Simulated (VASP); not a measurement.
These are LDA (Ceperley-Alder, Perdew-Zunger), VASP's LDA PAW potentials (set 64) (plane waves; VASP 6.6.1) values and carry that method's errors.

A VASP calculation is set up with these files.

### KPOINTS
```
Regular mesh
0
Gamma
  13 13 13
0 0 0
```

**POSCAR**
```
AuZn
3.0983940
  1.0000000053   0.0000000000   0.0000000000
  0.0000000000   1.0000000053   0.0000000000
  0.0000000000   0.0000000000   1.0000000053
Zn Au
1 1
direct
  0.5000000000   0.5000000000   0.5000000000
  0.0000000000   0.0000000000   0.0000000000
```

INCAR:
```
SYSTEM = AuZn
PREC = Accurate
ENCUT = 400
EDIFF = 1E-7
NELM = 100
ALGO = Normal
LREAL = .FALSE.
LASPH = .TRUE.
ISMEAR = -5
LMAXMIX = 6
LWAVE = .FALSE.
LCHARG = .TRUE.
LORBIT = 11
NEDOS = 601
ISIF = 2
```

POTCAR, in this order: Zn Au (LDA.64 set). Program: vasp_std.

Output

### OUTCAR
```
 ion  position               nearest neighbor table
   1  0.500  0.500  0.500-   2 2.68   2 2.68   2 2.68   2 2.68   2 2.68   2 2.68   2 2.68   2 2.68
  LATTYP: Found a simple cubic cell.
 ALAT       =     3.0983940163
 Subroutine PRICEL returns:
 Original cell was already a primitive cell.
 Subroutine GETGRP returns: Found 48 space group operations
The static configuration has the point symmetry O_h .
The dynamic configuration has the point symmetry O_h .
 Subroutine INISYM returns: Found 48 space group operations
 Subroutine IBZKPT returns following result:
 Found     84 irreducible k-points:

 Following reciprocal coordinates:
            Coordinates               Weight
  0.000000  0.000000  0.000000      1.000000
  0.076923  0.000000  0.000000      6.000000
  0.153846  0.000000  0.000000      6.000000
  0.230769  0.000000  0.000000      6.000000
  0.307692  0.000000  0.000000      6.000000
  0.384615  0.000000  0.000000      6.000000
  0.461538  0.000000  0.000000      6.000000
  0.076923  0.076923  0.000000     12.000000
  0.153846  0.076923  0.000000     24.000000
  0.230769  0.076923  0.000000     24.000000
  0.307692  0.076923  0.000000     24.000000
  0.384615  0.076923  0.000000     24.000000
  0.461538  0.076923  0.000000     24.000000
  0.153846  0.153846  0.000000     12.000000
  0.230769  0.153846  0.000000     24.000000
  0.307692  0.153846  0.000000     24.000000
  0.384615  0.153846  0.000000     24.000000
  0.461538  0.153846  0.000000     24.000000
  0.230769  0.230769  0.000000     12.000000
  0.307692  0.230769  0.000000     24.000000
  0.384615  0.230769  0.000000     24.000000
  0.461538  0.230769  0.000000     24.000000
  0.307692  0.307692  0.000000     12.000000
  0.384615  0.307692  0.000000     24.000000
  0.461538  0.307692  0.000000     24.000000
...
```

**OSZICAR**
```
       N       E                     dE             d eps       ncg     rms          rms(c)
DAV:   1     0.104265059215E+03    0.10427E+03   -0.10134E+04  2624   0.166E+03
DAV:   2    -0.424955366104E+01   -0.10851E+03   -0.10586E+03  2667   0.302E+02
DAV:   3    -0.730236469893E+01   -0.30528E+01   -0.30471E+01  3108   0.607E+01
DAV:   4    -0.731987657757E+01   -0.17512E-01   -0.17504E-01  2877   0.401E+00
DAV:   5    -0.732009602928E+01   -0.21945E-03   -0.21945E-03  3073   0.453E-01    0.993E+00
DAV:   6    -0.680691087014E+01    0.51319E+00   -0.17098E+00  2604   0.159E+01    0.606E+00
DAV:   7    -0.677048189969E+01    0.36429E-01   -0.40506E-02  3587   0.450E+00    0.311E+00
DAV:   8    -0.675914380732E+01    0.11338E-01   -0.98700E-03  2982   0.119E+00    0.130E-01
DAV:   9    -0.675914633133E+01   -0.25240E-05   -0.39854E-04  2923   0.286E-01    0.640E-02
DAV:  10    -0.675914302528E+01    0.33061E-05   -0.35422E-05  3249   0.950E-02    0.168E-02
DAV:  11    -0.675914172975E+01    0.12955E-05   -0.61052E-06  2961   0.600E-02    0.275E-03
DAV:  12    -0.675914176828E+01   -0.38527E-07   -0.11404E-07  1764   0.987E-03
   1 F= -.67591418E+01 E0= -.67591418E+01  d E =0.000000E+00
```

**OUTCAR**
```
------------------------ aborting loop because EDIFF is reached ----------------------------------------
  FORCE on cell =-STRESS in cart. coord.  units (eV):
  Direction    XX          YY          ZZ          XY          YZ          ZX
  --------------------------------------------------------------------------------------
  Total       -0.0187665     -0.0187665     -0.0187665      0.0000000      0.0000000      0.0000000
  in kB       -1.0108413     -1.0108413     -1.0108413      0.0000000      0.0000000      0.0000000
  external PRESSURE =      -1.0108413 kB  Pullay stress =       0.0000000 kB
  volume of cell :       29.74
      direct lattice vectors                 reciprocal lattice vectors
     3.098394016  0.000000000  0.000000000     0.322747848  0.000000000  0.000000000
     0.000000000  3.098394016  0.000000000     0.000000000  0.322747848  0.000000000
     0.000000000  0.000000000  3.098394016     0.000000000  0.000000000  0.322747848
 POSITION                                       TOTAL-FORCE (eV/Angst)
 -----------------------------------------------------------------------------------
      1.54920      1.54920      1.54920         0.000000      0.000000      0.000000
      0.00000      0.00000      0.00000         0.000000      0.000000      0.000000
 -----------------------------------------------------------------------------------
    total drift:                               -0.000000      0.000000      0.000000
  FREE ENERGIE OF THE ION-ELECTRON SYSTEM (eV)
  ---------------------------------------------------
  free  energy   TOTEN  =        -6.7591417683 eV

  energy  without entropy=       -6.7591417683  energy(sigma->0) =       -6.75914177

 total charge

# of ion       s       p       d       tot
------------------------------------------
    1        0.542   0.495   9.778  10.815
    2        0.634   0.431   8.712   9.777
--------------------------------------------------
tot          1.176   0.926  18.490  20.592
```
(Selected blocks of OUTCAR.)

For a metal the tetrahedron method with Blöchl corrections gives inexact stress and forces.

The compound is AuZn in the CsCl type structure. It was relaxed first. The electron count is odd and the run is not spin-polarised, which forces a metal.
